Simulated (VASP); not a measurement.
Wanted: the native input for a VASP 6.6.1 run.

* Task: single point
* Functional: LDA
* Potentials or basis: VASP PAW LDA potentials, release 64 (Zr_sv, Os)
* Cutoff: 520 eV
* k mesh: 14 × 14 × 14
* Occupations: fermi-dirac, width 0.15 eV
* Spin: no spin polarisation
* Dipole correction: no
* Further INCAR settings: ALGO = Fast; EDIFF = 1e-07; NBANDS = 17

The structure of ZrOs lies in POSCAR:

```
ZrOs
1.0
    3.2260351216      0.0000000000      0.0000000000
    0.0000000000      3.2260351216      0.0000000000
    0.0000000000      0.0000000000      3.2260351216
Zr Os
1 1
Direct
    0.5000000000      0.5000000000      0.5000000000
    0.0000000000      0.0000000000      0.0000000000
```

The cell isn't the ideal one: cell and atoms relaxed tightly for response.

The input as run:

INCAR

```
SYSTEM = ZrOs
  PREC = Accurate
  ENCUT = 520
  EDIFF = 1E-7
  ISMEAR = -1
  SIGMA = 0.15
  LREAL = .FALSE.
  LASPH = .TRUE.
  NELM = 60
  ALGO = Fast
  ISIF = 2
  LWAVE = .FALSE.
  LCHARG = .FALSE.
  GGA = CA
  NBANDS = 17
```

KPOINTS

```
Automatic mesh
0
G
  14 14 14
  0 0 0
```

Potentials or basis: VASP PAW LDA potentials, release 64 (Zr_sv, Os).

Command:

```bash
$ cat potpaw_LDA.64/Zr_sv/POTCAR potpaw_LDA.64/Os/POTCAR > POTCAR
$ mpirun -np 1 vasp_std > vasp.out
```

It gave:

* Pressure: 0.4 GPa
* Band gap on the k mesh: none (metal or under the smearing width)

It took 44 s on 1 thread of Intel(R) Xeon(R) 6975P-C (Granite Rapids), on a shared host, peak memory 0.17 GiB.
